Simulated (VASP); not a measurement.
Crystal: Ca.

```
Ca
1.0
     0.00000    2.79420    2.79420
     2.79420    0.00000    2.79420
     2.79420    2.79420    0.00000
Ca
1
Direct
  0.00000 0.00000 0.00000
```

| Quantity | Value |
| --- | --- |
| Program | VASP 6.6.1 |
| Task | relaxation of cell and atoms |
| Functional | LDA |
| Potentials or basis | VASP PAW LDA potentials, release 64 (Ca_sv) |
| Cutoff | 600 eV |
| k mesh | 12 × 12 × 12 |
| Occupations | methfessel-paxton, width 0.1 eV |
| Spin | no spin polarisation |

At the start: pressure -2.1 GPa; volume 43.63 Å³/atom.

Task: How do energy, volume and symmetry change on relaxing?

Result: Over 4 steps the energy falls by 40.5 meV/atom and the volume is 37.95 Å³/atom (-13.0 %); space group Fm-3m (No. 225, to 0.05 Å).

Step by step:
| step | energy change (eV) | largest force (eV/Å) | pressure (GPa) | volume (Å³) |
| --- | --- | --- | --- | --- |
| 1 | 0.0000 | 0.0000 | -2.11 | 43.63 |
| 2 | -0.0341 | 0.0000 | -0.93 | 40.10 |
| 3 | -0.0405 | 0.0000 | -0.08 | 38.13 |
| 4 | -0.0405 | 0.0000 | 0.01 | 37.95 |

Final structure:
```
Ca
1.0
     0.00000    2.66726    2.66726
     2.66726    0.00000    2.66726
     2.66726    2.66726    0.00000
Ca
1
Direct
  0.00000 0.00000 0.00000
```

Caveat: the volume moved by -13 % from the deposited cell, more than functionals usually miss.
